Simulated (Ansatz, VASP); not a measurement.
# Cross-check of GaAs between VASP and Ansatz, part 2 of 2

Aim: how closely do two programs agree when they are given the same cell, functional and k mesh? The cell is taken from a series of runs on this material, whose earlier steps may have relaxed, scaled, displaced or heated it; both programs get it as it stands.

VASP 6.6.1 and Ansatz 0.2.0.

So far. Step 2 (Ansatz: single point, HSE06): The run ends at a pressure of -0.52 GPa.

### 3. VASP: single point, HSE06

Level of this step: HSE06; plane waves and PAW (As, Ga_d) (VASP).

The same cell, functional, mesh and smearing now go to VASP, with its own data sets.

Lines of VASP's logs that name or quote its potential files are left out, and so is its time.

The run reads the wave functions of an earlier VASP run, which isn't shown here.

INCAR

```
SYSTEM = GaAs
PREC = Accurate
ENCUT = 400
EDIFF = 1E-06
NELM = 100
ISMEAR = -1
SIGMA = 0.02
LREAL = .FALSE.
ALGO = Normal
LHFCALC = .TRUE.
AEXX = 0.25
GGA = PE
HFSCREEN = 0.208
LASPH = .TRUE.
NBANDS = 15
PRECFOCK = Fast
LORBIT = 11
LWAVE = .FALSE.
LCHARG = .FALSE.
KPAR = 8
ISIF = 2
```

POSCAR

```
GaAs
1.0
    0.0000000000      2.8483883672      2.8483883672
    2.8483883672      0.0000000000      2.8483883672
    2.8483883672      2.8483883672      0.0000000000
As Ga
1 1
Direct
    0.7500000000      0.7500000000      0.7500000000
    0.0000000000      0.0000000000      0.0000000000
```

KPOINTS

```
Automatic mesh
0
Gamma
6 6 6
0 0 0
```

Potentials, in the order of the species: As and Ga_d (PBE family, release 64).

Started as:

```console
mpirun -np 8 vasp_std
```

Numbers of over 12 decimals in the logs are rounded to 6 here.

The program printed:

```text
[banner, memory and clock lines left out]
running    8 mpi-ranks, on    1 nodes
 distrk:  each k-point on    1 cores,    8 groups
 distr:  one band on    1 cores,    1 groups

 POSCAR found type information on POSCAR AsGa
 POSCAR found :  2 types and       2 ions
|                                                                             |
|           W    W    AA    RRRRR   N    N  II  N    N   GGGG   !!!           |
|           W    W   A  A   R    R  NN   N  II  NN   N  G    G  !!!           |
|           W    W  A    A  R    R  N N  N  II  N N  N  G       !!!           |
|           W WW W  AAAAAA  RRRRR   N  N N  II  N  N N  G  GGG   !            |
|           WW  WW  A    A  R   R   N   NN  II  N   NN  G    G                |
|           W    W  A    A  R    R  N    N  II  N    N   GGGG   !!!           |
|                                                                             |
|     For optimal performance we recommend to set                             |
|       NCORE = 2 up to number-of-cores-per-socket                            |
|     NCORE specifies how many cores store one orbital (NPAR=cpu/NCORE).      |
|     This setting can greatly improve the performance of VASP for DFT.       |
|     The default, NCORE=1 might be grossly inefficient on modern             |
|     multi-core architectures or massively parallel machines. Do your        |
|     Unfortunately you need to use the default for GW and RPA                |
|     calculations (for HF NCORE is supported but not extensively tested      |
|     yet).                                                                   |
|                                                                             |

 LDA part: xc-table for (Slater+PW92), standard interpolation
 found WAVECAR, reading the header
 POSCAR, INCAR and KPOINTS ok, starting setup
 FFT: planning ... GRIDC
 FFT: planning ... GRID_SOFT
 FFT: planning ... GRID
 reading WAVECAR
 the WAVECAR file was read successfully
 initial charge from wavefunction
 entering main loop
       N       E                     dE             d eps       ncg     rms          rms(c)
DAV:   1    -0.984963626135E+01   -0.98496E+01   -0.70725E-01   727   0.159E+01    0.214E+00
DAV:   2    -0.984695038468E+01    0.26859E-02   -0.49079E-02   663   0.346E+00    0.146E+00
DAV:   3    -0.984480406920E+01    0.21463E-02   -0.54063E-03   641   0.122E+00    0.865E-01
DAV:   4    -0.984425320163E+01    0.55087E-03   -0.75769E-04   636   0.300E-01    0.489E-01
DAV:   5    -0.984410036475E+01    0.15284E-03   -0.13620E-04   557   0.961E-02    0.281E-01
DAV:   6    -0.984405652707E+01    0.43838E-04   -0.28364E-05   600   0.459E-02    0.158E-01
DAV:   7    -0.984404170948E+01    0.14818E-04   -0.57248E-06   599   0.220E-02    0.884E-02
DAV:   8    -0.984403572479E+01    0.59847E-05   -0.18526E-06   550   0.107E-02    0.486E-02
DAV:   9    -0.984403430623E+01    0.14186E-05   -0.63630E-07   331   0.554E-03    0.269E-02
DAV:  10    -0.984403403565E+01    0.27059E-06   -0.31165E-07   296   0.416E-03
   1 F= -.98440340E+01 E0= -.98440340E+01  d E =-.601954E-12
```

OUTCAR, selected parts (step 3):

```text
ion  position               nearest neighbor table
   1  0.750  0.750  0.750-   2 2.47   2 2.47   2 2.47   2 2.47
   2  0.000  0.000  0.000-   1 2.47   1 2.47   1 2.47   1 2.47

  LATTYP: Found a face centered cubic cell.
 ALAT       =     5.6967767344

 Subroutine GETGRP returns: Found 24 space group operations
 (whereof 24 operations were pure point group operations)

The static configuration has the point symmetry T_d .

 Found     16 irreducible k-points:

   k-points           NKPTS =     16   k-points in BZ     NKDIM =    216   number of bands    NBANDS=     15

   dimension x,y,z NGX =    28 NGY =   28 NGZ =   28
   dimension x,y,z NGXF=    56 NGYF=   56 NGZF=   56

   ENCUT  =  400.0 eV  29.40 Ry    5.42 a.u.   6.57  6.57  6.57*2*pi/ulx,y,z

   NELECT =      18.0000    total number of electrons

 k-points in reciprocal lattice and weights: Automatic mesh
   0.00000000  0.00000000  0.00000000       0.005
   0.16666667  0.00000000  0.00000000       0.037
   0.33333333  0.00000000  0.00000000       0.037
   0.50000000  0.00000000  0.00000000       0.019
   0.16666667  0.16666667  0.00000000       0.028
   0.33333333  0.16666667  0.00000000       0.111
   0.50000000  0.16666667  0.00000000       0.111
  -0.33333333  0.16666667  0.00000000       0.111
  -0.16666667  0.16666667  0.00000000       0.056
[...]
-0.33333333  0.33333333  0.16666667       0.111
  -0.33333333  0.50000000  0.16666667       0.056

  exchange ACFDT corr.  =         0.00000000  see jH, gK, PRB 81, 115126

 average (electrostatic) potential at core
       1 -46.7973       2 -59.6070

 E-fermi :   3.7779

 k-point     1 :       0.0000    0.0000    0.0000
  band No.  band energies     occupation
    ...
      5     -13.9645      2.00000
      6     -10.4899      2.00000
      7       3.3008      2.00000
      8       3.3008      2.00000
      9       3.3008      2.00000
     10       4.5226      0.00000
     11       7.8312      0.00000
     12       7.8312      0.00000
     13       7.8312      0.00000
     14      11.7910      0.00000
    ...

 k-point     2 :       0.1667    0.0000    0.0000
  band No.  band energies     occupation
    ...
      5     -13.9645      2.00000
      6     -10.1562      2.00000
      7       0.5274      2.00000
      8       2.9138      2.00000
      9       2.9138      2.00000
     10       5.6445      0.00000
     11       8.3973      0.00000
     12       8.3973      0.00000
     13       8.7608      0.00000
     14      13.1842      0.00000
    ...

 k-point     3 :       0.3333    0.0000    0.0000
  band No.  band energies     occupation
    ...
      5     -13.9633      2.00000
      6      -9.2877      2.00000
      7      -2.4007      2.00000
      8       2.3385      2.00000
      9       2.3385      2.00000
     10       5.2207      0.00000
     11       8.8230      0.00000
     12       8.8230      0.00000
     13      11.4513      0.00000
     14      12.9613      0.00000
    ...

  Total       -0.2588279     -0.2588279     -0.2588279     -0.0000000      0.0000000     -0.0000000
  in kB       -8.9720980     -8.9720980     -8.9720980     -0.0000000      0.0000000     -0.0000000
  external PRESSURE =      -8.9720980 kB  Pullay stress =       0.0000000 kB

  energy-cutoff  :      400.00
  volume of cell :       46.22
      direct lattice vectors                 reciprocal lattice vectors
     0.000000000  2.848388367  2.848388367    -0.175537861  0.175537861  0.175537861
     2.848388367  0.000000000  2.848388367     0.175537861 -0.175537861  0.175537861
     2.848388367  2.848388367  0.000000000     0.175537861  0.175537861 -0.175537861

 POSITION                                       TOTAL-FORCE (eV/Angst)
 -----------------------------------------------------------------------------------
      4.27258      4.27258      4.27258         0.000000      0.000000      0.000000
      0.00000      0.00000      0.00000        -0.000000     -0.000000      0.000000
 -----------------------------------------------------------------------------------
    total drift:                                0.000026      0.000029      0.000015

  FREE ENERGIE OF THE ION-ELECTRON SYSTEM (eV)
  ---------------------------------------------------
  free  energy   TOTEN  =        -9.8440340356 eV

  energy  without entropy=       -9.8440340356  energy(sigma->0) =       -9.84403404

 total charge
# of ion       s       p       d       tot
------------------------------------------
    1        1.219   1.632   0.030   2.881
    2        0.838   0.779  10.006  11.623
--------------------------------------------------
tot          2.057   2.411  10.036  14.504

[... 3 further parts left out ...]
```

The run ends at a pressure of -0.90 GPa.

### 4. Comparison

Known differences besides the potentials themselves: exact exchange at q = 0 is treated differently, which shows on coarse meshes; VASP keeps PBE cores, Ansatz makes them for the functional; the data sets hold 28 valence electrons in Ansatz (on its PAW soft_1 files) and 18 in VASP; the cutoff is 600 eV in Ansatz and 400 eV in VASP; VASP takes a coarser grid for exact exchange (PRECFOCK = Fast). Total energies have different zeros and are not compared.

Both answers:

```csv
quantity,Ansatz,VASP,difference
pressure (GPa),-0.52,-0.90,+0.37
gap on the k mesh (eV),1.229,1.222,+0.007
```

A gap on the mesh is an upper bound, since the band edges may lie between its points.

### 5. Results

```
difference in gap on the k mesh (single point, HSE06) : 0.0074 eV
```

What this shows: The difference in gap on the k mesh is 0.0074 eV (single point, HSE06), within the 0.08 eV picked in this series as the mark of a large difference. The data sets hold unlike numbers of valence electrons (28 in Ansatz and 18 in VASP), so part of the differences comes from the potentials. How closely two codes agree says nothing of how well the functional describes the real material.

[Lines on the potential files, build, host, timing and source positions are cut from VASP's logs without a mark.]

[Logs are printed without paths, hosts, clocks, repeated set-up lines and the standing remarks that a program may print on its own settings, such as how far it seeks lower states.]

[Hosts, paths, dates, database ids (printed as entryN), source tags and the programs' standing remarks are cut or masked in the printed files.]
